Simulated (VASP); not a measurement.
Wanted: the native input for a VASP 6.6.1 run.

- Task: relaxation of cell and atoms
- Functional: PBE
- Potentials or basis: VASP PAW PBE potentials, release 64 (Ta_pv, Ni, O)
- Cutoff: 520 eV
- k mesh: 3 × 3 × 3
- Occupations: gaussian, width 0.15 eV
- Spin: collinear spin, ferromagnetic start
- Starting moments: [0.0, 0.0, 0.0, 0.0, 1.0, 0.0, 0.0, 0.0, 0.0, 0.0, 0.0, 0.0, 0.0, 0.0, 0.0, 0.0] μB
- Further INCAR settings: PREC = Normal; LREAL = Auto; ALGO = Fast; EDIFF = 0.0001; IBRION = 2; EDIFFG = -0.08; NSW = 24; ISIF = 3

The structure of Ta4NiO11 lies in POSCAR:

```
Ta4NiO11
1.0
    6.0073872500      0.0000000000      0.0000000000
    0.0000000000      6.0073872500      0.0000000000
    0.0000000000      0.0000000000      6.0073872500
Ta Ni O
4 1 11
Direct
    0.5000000000      0.0000000000      0.0000000000
    0.0000000000      0.5000000000      0.0000000000
    0.0000000000      0.0000000000      0.5000000000
    0.5000000000      0.5000000000      0.5000000000
    0.0000000000      0.0000000000      0.0000000000
    0.3091346200      0.3091346200      0.3091346200
    0.6908653800      0.6908653800      0.3091346200
    0.6908653800      0.3091346200      0.6908653800
    0.3091346200      0.6908653800      0.6908653800
    0.3091346200      0.3091346200      0.6908653800
    0.6908653800      0.6908653800      0.6908653800
    0.3091346200      0.6908653800      0.3091346200
    0.6908653800      0.3091346200      0.3091346200
    0.0000000000      0.5000000000      0.5000000000
    0.5000000000      0.0000000000      0.5000000000
    0.5000000000      0.5000000000      0.0000000000
```

The cell was built by a generator and needn't be a form met in nature.

The input as run:

INCAR

```
ALGO     = Fast           # electronic algorithm
EDIFF    = 1E-4           # SCF threshold, eV
EDIFFG   = -0.08          # ionic threshold
ENCUT    = 520            # plane-wave cutoff, eV
GGA      = PE             # functional
IBRION   = 2              # ionic algorithm
ISIF     = 3              # what is computed and relaxed
ISMEAR   = 0              # smearing method
ISPIN    = 2              # spin polarisation
LASPH    = T              # aspherical terms in the spheres
LCHARG   = F              # write CHGCAR
LMAXMIX  = 4              # l up to which the mixer works
LORBIT   = 11             # projections on sites
LREAL    = Auto         
LWAVE    = F              # write WAVECAR
MAGMOM   = 0 0 0 0 1 0 0 0 0 0 0 0 0 0 0 0 # initial moments
NELM     = 60             # most SCF steps
NSW      = 24             # ionic steps
PREC     = Normal         # precision mode
SIGMA    = 0.15           # smearing width, eV
```

KPOINTS

```
k-points
0
Gamma
  3 3 3
```

Potentials or basis: VASP PAW PBE potentials, release 64 (Ta_pv, Ni, O).

Run with:

```console
$ cat potpaw_PBE.64/Ta_pv/POTCAR potpaw_PBE.64/Ni/POTCAR potpaw_PBE.64/O/POTCAR > POTCAR
$ mpirun -np 4 vasp_std > vasp.out
```

It gave:

```
Relaxed volume                                        : 8.88 Å³/atom
Relaxed cell                                          : a = 5.219 Å, b = 5.219 Å, c = 5.219 Å, α = 90.00°, β = 90.00°, γ = 90.00°
Space group after relaxing (to 0.05 Å)                : Pm-3m (No. 221)
Energy gained by relaxing                             : 1854.0 meV/atom
Ionic steps                                           : 15
Pressure after relaxing                               : 0.1 GPa
Largest force after relaxing                          : 0.038 eV/Å
Band gap on the k mesh                                : none (metal or under the smearing width)
Net moment                                            : -1.96 μB per cell
Site moments                                          : Ta +0.04, +0.06; Ni -0.90; O -0.07, -0.17 μB
Valence electrons inside the program's atomic spheres : Ta 8.45, 8.08; Ni 9.50; O 5.04, 4.90
```

Caveat: the volume moved by over 15 % at a fixed basis, so the end points are rough; a cell with one magnetic atom can't hold antiferromagnetic order, which such compounds often take; semilocal functionals often make such compounds metallic where correlation or magnetic order opens a gap, which also shifts bond lengths.

Run time: 14 min on 4 MPI ranks on Intel(R) Xeon(R) Platinum 8259CL CPU @ 2.50GHz (Skylake/Cascade Lake), on a shared host, peak memory 0.19 GiB a rank.
